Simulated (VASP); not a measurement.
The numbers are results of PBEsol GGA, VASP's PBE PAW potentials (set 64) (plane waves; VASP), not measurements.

VASP ran on this input.

File KPOINTS:
```
Automatic
0
gamma
 13 13 7
```

**POSCAR**
```
Tl
1
    1.6380958659    -2.8372654275     0.0000000000
    1.6380958659     2.8372654275    -0.0000000000
   -0.0000000000     0.0000000000     5.1696826770
Tl
2
Direct
  0.3333330000   0.6666670000   0.2500000000
  0.6666670000   0.3333330000   0.7500000000
```

### INCAR
```
# general
SYSTEM  = Tl
PREC    = Accurate
ENCUT   = 500   # plane-wave cut-off (eV)
LREAL   = .False.   # projection in real space or not
LASPH   = .True.   # aspherical one-centre terms

# electronic loop
EDIFF   = 1E-6   # SCF stop (eV)
NELM    = 100
ALGO    = Normal   # blocked Davidson
LMAXMIX = 4   # l cut-off of mixed one-centre charges

# smearing
ISMEAR  = 1
SIGMA   = 0.1   # width (eV)

# functional
GGA     = PS   # PBEsol

# ions
IBRION  = 2   # conjugate gradients
NSW     = 40   # most ionic steps
ISIF    = 3
EDIFFG  = -0.02
PSTRESS = 100

# output
LWAVE   = .False.
LCHARG  = .False.
```

POTCAR, in this order: Tl_d (PBE.64 set). Program: vasp_std.

Unless said otherwise, spin-orbit coupling is left out, though it shifts the bands of the heavy elements here.

Task: Predict the energy per atom (σ→0), volume per atom, band gap (on the k-mesh).

Result: 
```yaml
energy per atom (σ→0): -2.513 eV/atom
band gap (on the k-mesh): none (metal, semimetal or under 0.01 eV)
volume_per_atom: 24.06 Å^3/atom
```

### OSZICAR
```
...
DAV:   4    -0.502727670687E+01   -0.19859E-06   -0.74018E-06  2917   0.198E-02
   3 F= -.20223821E+01 E0= -.20222200E+01  d E =-.449536E-04
       N       E                     dE             d eps       ncg     rms          rms(c)
DAV:   1    -0.502556891375E+01    0.17076E-02   -0.20916E-03  2939   0.435E-01    0.569E-02
DAV:   2    -0.502547134451E+01    0.97569E-04   -0.20008E-04  2906   0.132E-01    0.210E-02
DAV:   3    -0.502545759223E+01    0.13752E-04   -0.45361E-05  3023   0.642E-02    0.157E-02
DAV:   4    -0.502545805761E+01   -0.46538E-06   -0.34552E-06  2462   0.135E-02
   4 F= -.20223776E+01 E0= -.20222120E+01  d E =-.403987E-04
```

The compound is Tl in the hcp structure. This run relaxes it under an external pressure of 10 GPa. Symmetry was kept, so distortions that lower it aren't found.
